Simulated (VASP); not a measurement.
Runs of VASP 6.6.1 on TaAs. It takes space group I4_1md (No. 109, tetragonal). Conventional cell: a = 3.444 Å, b = 3.444 Å, c = 11.736 Å, α = 90.00°, β = 90.00°, γ = 90.00°. Around Ta (site symmetry 2mm) lie 6 As at 2.61 to 2.62 Å. As (site symmetry 2mm) is surrounded by 6 Ta at 2.61 to 2.62 Å. The cell is a database's computed one.

```csv
level,potentials or basis,k mesh,cutoff (eV),gap on the mesh (eV),pressure (GPa),relaxed volume (Å³/atom),largest force (eV/Å)
r2SCAN,"VASP PAW PBE potentials, release 64 (Ta_pv, As)",16 × 16 × 16,600,none,0.1,17.38,0.01
PBE+D3(BJ),"VASP PAW PBE potentials, release 64 (Ta_pv, As)",16 × 16 × 16,600,none,0.0,17.08,-
PBEsol,"VASP PAW PBE potentials, release 64 (Ta_pv, As)",16 × 16 × 16,600,none,-0.1,17.08,-
PBE,"VASP PAW PBE potentials, release 64 (Ta, As)",8 × 8 × 8,300,none,0.0,17.55,-
LDA,"VASP PAW LDA potentials, release 64 (Ta_pv, As)",16 × 16 × 16,600,none,0.0,(a),-
PBE,"VASP PAW PBE potentials, release 64 (Ta_pv, As)",16 × 16 × 16,600,none,0.0,17.63,0.01
```

Alike in all rows: task relaxation of cell and atoms; no spin polarisation; cell relaxed; smearing methfessel-paxton 0.1 eV.

Problem. Fill in the values left out.

Solution. (a) 16.78.

Caveats: the PAW data sets were made with another functional, which shifts forces and pressure a little (some runs); pairwise dispersion overbinds metals, which lowers pressure and volume (some runs).

A k mesh can miss the band edges, and the runs leave out spin-orbit coupling on As, Ta.

A gap of «none» marks a metal or a gap under the smearing width.

Not every run made on this cell is shown here.
